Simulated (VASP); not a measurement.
Consider the following.

```
C63S
1.0
    7.14656     0.00000     0.00000
    0.00000     7.14656     0.00000
    0.00000     0.00000     7.14656
C S
63 1
Cartesian
  3.57328   0.00000   0.00000
  4.46660   0.89332   0.89332
  5.35992   1.78664   0.00000
  6.25324   2.67996   0.89332
  5.35992   0.00000   1.78664
  6.25324   0.89332   2.67996
  0.00000   0.00000   0.00000
  0.89332   0.89332   0.89332
  1.78664   1.78664   0.00000
  2.70084   2.72538   0.90353
  3.57328   3.57328   0.00000
  4.44632   4.47106   0.93971
  5.35992   5.35992   0.00000
  6.25324   6.25324   0.89332
  1.78664   0.00000   1.78664
  2.66042   0.85714   2.72755
  3.52403   1.82615   1.77203
  4.50938   2.66999   2.67680
  5.35465   3.61419   1.80090
  6.22717   4.48426   2.67286
  3.57328   0.00000   3.57328
  4.49884   0.90714   4.51640
  5.36261   1.76109   3.52604
  6.27234   2.65956   4.49365
  5.35992   0.00000   5.35992
  6.25324   0.89332   6.25324
  0.00000   3.57328   0.00000
  0.89332   4.46660   0.89332
  1.78664   5.35992   0.00000
  2.67996   6.25324   0.89332
  0.00000   1.78664   1.78664
  0.86653   2.70939   2.66299
  1.73925   3.61987   1.83151
  2.71770   4.48679   2.64736
  3.60379   5.34859   1.80781
  4.44550   6.21278   2.69670
  0.00000   0.00000   3.57328
  0.89332   0.89332   4.46660
  1.78334   1.74956   3.57751
  2.64803   2.67097   4.48190
  4.42132   4.46237   4.42794
  5.37663   5.32583   3.59973
  6.25324   6.25324   4.46660
  1.78664   0.00000   5.35992
  2.67996   0.89332   6.25324
  3.58692   1.76089   5.38773
  4.42360   2.70670   6.24678
  5.40677   3.60053   5.34356
  6.25324   4.46660   6.25324
  0.00000   5.35992   1.78664
  0.89332   6.25324   2.67996
  0.00000   3.57328   3.57328
  0.93425   4.42125   4.47289
  1.83023   5.32190   3.57256
  2.70294   6.29236   4.41731
  0.00000   1.78664   5.35992
  0.89332   2.67996   6.25324
  1.76826   3.58649   5.33125
  2.68159   4.47857   6.22527
  3.56319   5.38420   5.34430
  4.46660   6.25324   6.25324
  0.00000   5.35992   5.35992
  0.89332   6.25324   6.25324
  3.53171   3.58205   3.59602
```

Computed with PBE GGA, VASP's PBE PAW potentials (set 64) (plane waves; VASP). Numerical set-up: PREC = Normal, LREAL = Auto, ISYM = 0, EDIFF = 1E-5, 400 eV cut-off, 1×1×1 Γ-centred mesh, Gaussian smearing of 0.050 eV, potentials C S.

The supercell is sampled at Γ alone, which is coarse: total energies, pressure and levels can be off, energies of defects by several tenths of an eV.

Problem. The ions are relaxed. Predict the relaxed structure.

Solution. 
```
C63S
1.0
    7.14656     0.00000     0.00000
    0.00000     7.14656     0.00000
    0.00000     0.00000     7.14656
C S
63 1
Direct
  0.50046   0.00008   0.00010
  0.62469   0.12329   0.12332
  0.75047   0.24963   0.99958
  0.87680   0.37541   0.12332
  0.75048   0.99958   0.24963
  0.87680   0.12332   0.37540
  0.00011   0.99998   0.99997
  0.12567   0.12517   0.12518
  0.24972   0.25020   0.00077
  0.37605   0.37553   0.12454
  0.50017   0.49992   0.00109
  0.62456   0.62405   0.12454
  0.74989   0.75037   0.00074
  0.87493   0.87444   0.12515
  0.24973   0.00075   0.25023
  0.37605   0.12455   0.37557
  0.50375   0.24710   0.24713
  0.64374   0.35630   0.35628
  0.75295   0.49632   0.24712
  0.87552   0.62403   0.37555
  0.50016   0.00106   0.49990
  0.62452   0.12453   0.62402
  0.75295   0.24711   0.49630
  0.87549   0.37558   0.62402
  0.74986   0.00074   0.75033
  0.87490   0.12516   0.87439
  0.00001   0.49962   0.00010
  0.12344   0.62466   0.12346
  0.24974   0.75031   0.99995
  0.37544   0.87664   0.12342
  0.00055   0.24965   0.24966
  0.12458   0.37511   0.37515
  0.24712   0.49976   0.24537
  0.36161   0.63851   0.36146
  0.50035   0.75301   0.24535
  0.62500   0.87554   0.37510
  0.00001   0.00008   0.49961
  0.12343   0.12341   0.62467
  0.24712   0.24535   0.49981
  0.36159   0.36144   0.63856
  0.63858   0.63853   0.63854
  0.75471   0.75298   0.49975
  0.87664   0.87663   0.62466
  0.24974   0.99990   0.75034
  0.37542   0.12343   0.87666
  0.50033   0.24535   0.75299
  0.62497   0.37510   0.87554
  0.75468   0.49978   0.75299
  0.87665   0.62464   0.87664
  0.99933   0.75037   0.25024
  0.12172   0.87837   0.37506
  0.99899   0.49992   0.49991
  0.12442   0.62470   0.62471
  0.24592   0.75413   0.49885
  0.37534   0.87562   0.62472
  0.99928   0.25021   0.75033
  0.12170   0.37502   0.87837
  0.24593   0.49885   0.75416
  0.37534   0.62471   0.87567
  0.50117   0.75415   0.75416
  0.62502   0.87837   0.87837
  0.00014   0.75030   0.75031
  0.12511   0.87494   0.87499
  0.48330   0.51680   0.51676
```

Problem. How much energy does the relaxation gain?

Solution. The energy (σ→0) changes by -65.3 meV/atom, in 18 ionic steps.

The cell is a supercell with a defect, built from C (diamond): S_C. The run is not spin-polarised, so no state with unpaired spins was tried.
